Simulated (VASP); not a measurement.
Given:

```
CELL_PARAMETERS angstrom
      2.82937     1.63354     2.32062
     -2.82937     1.63354     2.32062
      0.00000    -3.26708     2.32062
ATOMIC_POSITIONS crystal
  Ba 0.00066 0.00066 0.00066
  Ti 0.51274 0.51274 0.51274
  O  0.48827 0.98115 0.48827
  O  0.48827 0.48827 0.98115
  O  0.98115 0.48827 0.48827
```

Computed with PBEsol GGA, VASP's PBE PAW potentials (set 64) (plane waves; VASP 6.6.1). Settings: 520 eV cut-off, Gaussian smearing of 0.050 eV, potentials Ba_sv Ti_sv O.

Unless said otherwise, spin-orbit coupling is left out, though it shifts the bands of the heavy elements here.

Problem. Give the energies of bands 12 to 23 at the high-symmetry points, in eV from the valence-band maximum.

Solution. 
```tsv
band	Γ	T	H2	L	S0	F
12	-2.25	-4.39	-4.39	-3.92	-4.22	-4.22
13	-2.24	-3.68	-3.68	-2.75	-4.06	-4.06
14	-2.24	-3.68	-3.68	-2.73	-3.69	-3.69
15	-1.32	-2.40	-2.40	-2.12	-2.75	-2.75
16	-1.32	-2.40	-2.40	-2.09	-2.74	-2.74
17	-1.08	-2.35	-2.35	-1.75	-1.64	-1.64
18	-0.53	-0.02	-0.02	-1.66	-0.90	-0.90
19	-0.39	-0.02	-0.02	-0.96	-0.85	-0.85
20	-0.39	0.00	0.00	-0.83	-0.09	-0.09
21	2.30	4.30	4.30	2.48	3.82	3.82
22	2.30	4.44	4.44	3.74	3.82	3.82
23	2.45	4.44	4.44	3.85	4.16	4.16
```

The gap is indirect, 2.30 eV, from the valence maximum at T to the conduction minimum at Γ.

The structure comes from a computed database's BaTiO3 entry (R3m); how it stands against other phases isn't given here. It was relaxed first.
